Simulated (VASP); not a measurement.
Input:

```
CELL_PARAMETERS angstrom
      0.00000     1.92597     1.92597
      1.92597     0.00000     1.92597
      1.92597     1.92597     0.00000
ATOMIC_POSITIONS crystal
  Ir 0.00000 0.00000 0.00000
```

The numbers are results of r2SCAN meta-GGA, VASP's PBE PAW potentials (set 64) (plane waves; VASP), not measurements. Settings: PREC = Normal, EDIFF = 1E-5, 400 eV cut-off, 18×18×18 Γ-centred mesh, first-order Methfessel-Paxton smearing of 0.10 eV, potentials Ir.

Unless said otherwise, spin-orbit coupling is left out, though it shifts the bands of the heavy elements here.

Task: Estimate the energy per atom (σ→0), band gap (on the k-mesh) with the smallest direct gap where there is one.

Result: 
- band gap (on the k-mesh) = none (metal, semimetal or under 0.01 eV)
- energy per atom (σ→0) = -52.368 eV/atom

The compound is Ir in the fcc structure. It was relaxed first.
